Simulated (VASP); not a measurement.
An input for Ansatz (written as the equivalent of a VASP run, and not itself run):

Ansatz 0.2 input:
```yaml
crystal:
  lattice:
    - [0.0000000, 3.0343780, 3.0343780]
    - [3.0343780, 0.0000000, 3.0343780]
    - [3.0343780, 3.0343780, 0.0000000]
  atoms:
    - { symbol: Cu, position: [0.0000000, 0.0000000, 0.0000000] }
    - { symbol: I, position: [0.2500000, 0.2500000, 0.2500000] }
kpoints:
  mp_grid: { grid: [5, 5, 5] }
hamiltonian:
  xc: pbe0
  pseudopotentials: { kind: paw }
scf:
  occupations: { method: gaussian, width: 0.02 }
  max_iter: 100
output: { forces: true, stress: true, eigenvalues: true }
```

### Question
Translate this input to VASP (INCAR, KPOINTS, POSCAR, choice of POTCAR).

### Answer
Several could match; the one computed here: 
### POSCAR
```
CuI
1
    0.0000000000     3.0343780000     3.0343780000
    3.0343780000     0.0000000000     3.0343780000
    3.0343780000     3.0343780000     0.0000000000
Cu I
1 1
Direct
  0.0000000000   0.0000000000   0.0000000000
  0.2500000000   0.2500000000   0.2500000000
```

### KPOINTS
```
Automatic mesh
0
Gamma
5 5 5
0 0 0
```

**INCAR**
```
AEXX=0.25
ALGO=Normal
EDIFF=1E-6
ENCUT=300
GGA=PE
HFRCUT=-1
ISIF=2
ISMEAR=0
ISYM=3
LASPH=.True.
LCHARG=.False.
LHFCALC=.True.
LMAXMIX=4
LREAL=.False.
LWAVE=.False.
NELM=100
PREC=Accurate
PRECFOCK=Fast
SIGMA=0.02
SYSTEM=CuI
```

POTCAR, in this order: Cu I (PBE.64 set). Program: vasp_std.

Limits of the translation: each code has its own PAW files, so the cut-off isn't converted (ENCUT is set for VASP's; basis.ecutwfc is left out, and Ansatz then takes the one that its files recommend); Ansatz stops its SCF on the density residual and VASP on the energy change (EDIFF).

The structure is a typed CuI crystal. The cell was not relaxed at this level. The run is one of a series of settings (AEXX = 0.25, HFRCUT = -1, ISYM = 3, LHFCALC = .TRUE., PRECFOCK = Fast against the base run), some of them coarse on purpose.
